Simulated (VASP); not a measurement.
Consider the following.

```
CELL_PARAMETERS angstrom
      2.98944     1.72595     3.94239
     -2.98944     1.72595     3.94239
      0.00000    -3.45190     3.94239
ATOMIC_POSITIONS crystal
  B  0.18404 0.71729 0.18404
  B  0.81596 0.28271 0.81596
  B  0.18404 0.18404 0.71729
  B  0.81596 0.81596 0.28271
  B  0.71729 0.18404 0.18404
  B  0.28271 0.81596 0.81596
  B  0.01282 0.32654 0.01282
  B  0.98718 0.67346 0.98718
  B  0.01282 0.01282 0.32654
  B  0.98718 0.98718 0.67346
  B  0.32654 0.01282 0.01282
  B  0.67346 0.98718 0.98718
  P  0.40530 0.40530 0.40530
  P  0.59470 0.59470 0.59470
```

Calculation: r2SCAN meta-GGA, VASP's PBE PAW potentials (set 64) (plane waves; VASP). Run with LREAL = Auto, 520 eV cut-off, 5×5×5 Γ-centred mesh, tetrahedra with Blöchl corrections, potentials B P.

Problem. Tabulate the total density of states (states/eV per cell) against energy (eV; zero at the valence-band maximum or, without a gap, the Fermi level).

Solution. 
```
E (eV) | DOS (states/eV)
   -10.00 | # 0.42
    -9.76 | ####### 2.00
    -9.64 | ######### 2.59
    -9.40 | ####### 1.92
    -9.16 | ##### 1.44
    -9.04 | #### 1.08
    -8.80 | ## 0.53
    -8.56 |  0.12
    -8.32 |  0.07
    -8.20 | # 0.22
    -7.96 | ##### 1.48
    -7.72 | ############## 3.90
    -7.60 | ########### 3.08
    -7.36 | ########## 2.71
    -7.12 | ############# 3.72
    -7.00 | ################# 4.93
    -6.76 | ############# 3.59
    -6.52 | ######## 2.42
    -6.28 | ########### 2.99
    -6.16 | #################### 5.72
    -5.92 | ################## 5.00
    -5.68 | ###################### 6.32
    -5.56 | ########## 2.99
    -5.32 | ###### 1.76
    -5.08 | ###### 1.62
    -4.96 | ######### 2.61
    -4.72 | ############ 3.42
    -4.48 | ############## 4.08
    -4.36 | ############# 3.68
    -4.12 | ############## 3.86
    -3.88 | ################ 4.59
    -3.64 | ####### 2.09
    -3.52 | ########## 2.99
    -3.28 | ########### 3.02
    -3.04 | ############ 3.47
    -2.92 | ############### 4.19
    -2.68 | ########################## 7.50
    -2.44 | ################# 4.95
    -2.32 | ################# 4.76
    -2.08 | ##################### 6.04
    -1.84 | ######################## 6.89
    -1.60 | ##################### 5.89
    -1.48 | ####################### 6.41
    -1.24 | ############### 4.17
    -1.00 | ############################## 8.55
    -0.88 | ############# 3.60
    -0.64 | ############## 4.03
    -0.40 | ############ 3.33
    -0.28 | ######## 2.20
    -0.04 | # 0.37
     0.20 |  0.00
     0.44 |  0.00
     0.56 |  0.00
     0.80 |  0.00
     1.04 |  0.00
     1.16 |  0.00
     1.40 |  0.00
     1.64 |  0.00
     1.76 |  0.00
     2.00 |  0.00
     2.24 |  0.00
     2.36 |  0.00
     2.60 |  0.00
     2.84 |  0.00
     3.08 | ## 0.51
     3.20 | ##### 1.37
     3.44 | ######## 2.35
     3.68 | ########## 2.91
     3.80 | ######### 2.63
     4.04 | ############## 3.97
     4.28 | ########## 2.92
     4.40 | ####### 1.87
     4.64 | ############ 3.38
     4.88 | ################ 4.69
     5.12 | ############ 3.38
     5.24 | ############# 3.78
     5.48 | ################## 5.19
     5.72 | ######### 2.65
     5.84 | ################# 4.98
     6.08 | ################# 4.73
```
Within 2 eV below the valence-band maximum the largest weight inside VASP's projection spheres is B p.

The structure comes from a computed database's B6P entry (R-3m); how it stands against other phases isn't given here. It was relaxed first.
